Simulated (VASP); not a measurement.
Output of a VASP run:

OSZICAR:
```
...
DAV:   1    -0.707366886425E+01   -0.11180E-01   -0.57804E-01  4522   0.721E+00    0.686E-01
DAV:   2    -0.706648124830E+01    0.71876E-02   -0.76430E-03  6096   0.193E+00    0.398E-01
DAV:   3    -0.706348418508E+01    0.29971E-02   -0.64464E-03  6011   0.255E+00    0.206E-01
DAV:   4    -0.706292464733E+01    0.55954E-03   -0.30134E-03  5030   0.192E+00    0.524E-02
DAV:   5    -0.706292625239E+01   -0.16051E-05   -0.10453E-04  6321   0.182E-01    0.327E-02
DAV:   6    -0.706292622326E+01    0.29123E-07   -0.10587E-05  5627   0.695E-02    0.464E-03
DAV:   7    -0.706292588694E+01    0.33632E-06   -0.17528E-06  2961   0.445E-02
   9 F= -.70629259E+01 E0= -.70629376E+01  d E =-.412505E-02
       N       E                     dE             d eps       ncg     rms          rms(c)
DAV:   1    -0.706303416954E+01   -0.10795E-03   -0.55455E-03  4536   0.708E-01    0.672E-02
DAV:   2    -0.706296549486E+01    0.68675E-04   -0.77893E-05  6158   0.207E-01    0.394E-02
DAV:   3    -0.706293761094E+01    0.27884E-04   -0.73720E-05  5695   0.281E-01    0.229E-02
DAV:   4    -0.706293048213E+01    0.71288E-05   -0.35359E-05  5100   0.210E-01    0.510E-03
DAV:   5    -0.706293051087E+01   -0.28745E-07   -0.93315E-07  2352   0.137E-02
  10 F= -.70629305E+01 E0= -.70629472E+01  d E =-.412967E-02
       N       E                     dE             d eps       ncg     rms          rms(c)
DAV:   1    -0.706298220862E+01   -0.51726E-04   -0.28159E-03  4536   0.504E-01    0.482E-02
DAV:   2    -0.706294687791E+01    0.35331E-04   -0.39772E-05  6115   0.146E-01    0.281E-02
DAV:   3    -0.706293239714E+01    0.14481E-04   -0.35767E-05  5734   0.194E-01    0.158E-02
DAV:   4    -0.706292901754E+01    0.33796E-05   -0.17462E-05  5087   0.148E-01    0.367E-03
DAV:   5    -0.706292901129E+01    0.62491E-08   -0.42020E-07  2156   0.123E-02
  11 F= -.70629290E+01 E0= -.70629469E+01  d E =-.412817E-02
       N       E                     dE             d eps       ncg     rms          rms(c)
DAV:   1    -0.706952788170E+01   -0.65989E-02   -0.10250E-01  4320   0.668E+00    0.627E-01
DAV:   2    -0.706584601817E+01    0.36819E-02   -0.55488E-02  4208   0.739E+00    0.370E-01
DAV:   3    -0.706315477640E+01    0.26912E-02   -0.21895E-02  4434   0.567E+00    0.215E-01
DAV:   4    -0.706288237575E+01    0.27240E-03   -0.10206E-03  5790   0.962E-01    0.116E-01
DAV:   5    -0.706283244624E+01    0.49930E-04   -0.28768E-04  6264   0.524E-01    0.363E-02
DAV:   6    -0.706282157664E+01    0.10870E-04   -0.52162E-05  6381   0.184E-01    0.327E-03
DAV:   7    -0.706282151658E+01    0.60058E-07   -0.13828E-06  2859   0.191E-02
  12 F= -.70628215E+01 E0= -.70628490E+01  d E =0.107495E-03
       N       E                     dE             d eps       ncg     rms          rms(c)
DAV:   1    -0.706660064679E+01   -0.37791E-02   -0.55907E-02  4320   0.496E+00    0.460E-01
DAV:   2    -0.706454188717E+01    0.20588E-02   -0.29384E-02  4208   0.543E+00    0.268E-01
DAV:   3    -0.706315090693E+01    0.13910E-02   -0.11933E-02  4421   0.398E+00    0.163E-01
DAV:   4    -0.706298564956E+01    0.16526E-03   -0.54875E-04  5631   0.745E-01    0.865E-02
DAV:   5    -0.706295116198E+01    0.34488E-04   -0.15471E-04  6199   0.394E-01    0.259E-02
DAV:   6    -0.706294670179E+01    0.44602E-05   -0.26916E-05  6389   0.136E-01    0.215E-03
DAV:   7    -0.706294685549E+01   -0.15370E-06   -0.63269E-07  2170   0.150E-02
  13 F= -.70629469E+01 E0= -.70629674E+01  d E =-.178442E-04
```

File OUTCAR:
```
------------------------ aborting loop because EDIFF is reached ----------------------------------------
  FORCE on cell =-STRESS in cart. coord.  units (eV):
  Direction    XX          YY          ZZ          XY          YZ          ZX
  --------------------------------------------------------------------------------------
  Total        0.0096447      0.0096447      0.0027981      0.0000000      0.0000000      0.0000000
  in kB        0.5149848      0.5149848      0.1494079      0.0000000      0.0000000      0.0000000
  external PRESSURE =       0.3931258 kB  Pullay stress =       0.0000000 kB
  volume of cell :       30.01
      direct lattice vectors                 reciprocal lattice vectors
     2.882146908  0.000000000  0.000000000     0.346963577  0.000000000 -0.000000000
     0.000000000  2.882146908  0.000000000     0.000000000  0.346963577 -0.000000000
     0.000000000  0.000000000  3.612213591    -0.000000000  0.000000000  0.276838558
 POSITION                                       TOTAL-FORCE (eV/Angst)
 -----------------------------------------------------------------------------------
      0.00000      0.00000      0.00000         0.000000      0.000000      0.000000
      1.44107      1.44107      1.80611        -0.000000     -0.000000      0.000000
 -----------------------------------------------------------------------------------
    total drift:                                0.000000      0.000000     -0.000000
  FREE ENERGIE OF THE ION-ELECTRON SYSTEM (eV)
  ---------------------------------------------------
  free  energy   TOTEN  =        -7.0629468555 eV

  energy  without entropy=       -7.0630084536  energy(sigma->0) =       -7.06296739

 reached required accuracy - stopping structural energy minimisation
```
(Selected blocks of OUTCAR.)

POSCAR:
```
CuAu
1
    2.8000000000     0.0000000000     0.0000000000
    0.0000000000     2.8000000000     0.0000000000
    0.0000000000     0.0000000000     3.6700000000
Cu Au
1 1
Direct
  0.0000000000   0.0000000000   0.0000000000
  0.5000000000   0.5000000000   0.5000000000
```

Problem. Write an INCAR and KPOINTS that could have produced this output.

Solution. One answer among several that fit: the input of the run itself, PBE GGA, plane waves, VASP's PBE PAW potentials (set 64).

**INCAR**
```
ALGO = Normal
EDIFF = 1E-6
EDIFFG = -0.01
ENCUT = 520
GGA = PE
IBRION = 2
ISIF = 3
ISMEAR = 1
LASPH = .TRUE.
LCHARG = .FALSE.
LMAXMIX = 6
LREAL = .FALSE.
LWAVE = .FALSE.
NELM = 100
NSW = 60
PREC = Accurate
SIGMA = 0.1
SYSTEM = CuAu
```

**KPOINTS**
```
Automatic mesh
0
Gamma
12 12 9
0 0 0
```

POTCAR, in this order: Cu Au (PBE.64 set). Program: vasp_std.

Energy and stress use the plane-wave basis of the starting cell.

The compound is CuAu in the L1_0 structure. This run relaxes it. Symmetry was kept, so distortions that lower it aren't found.
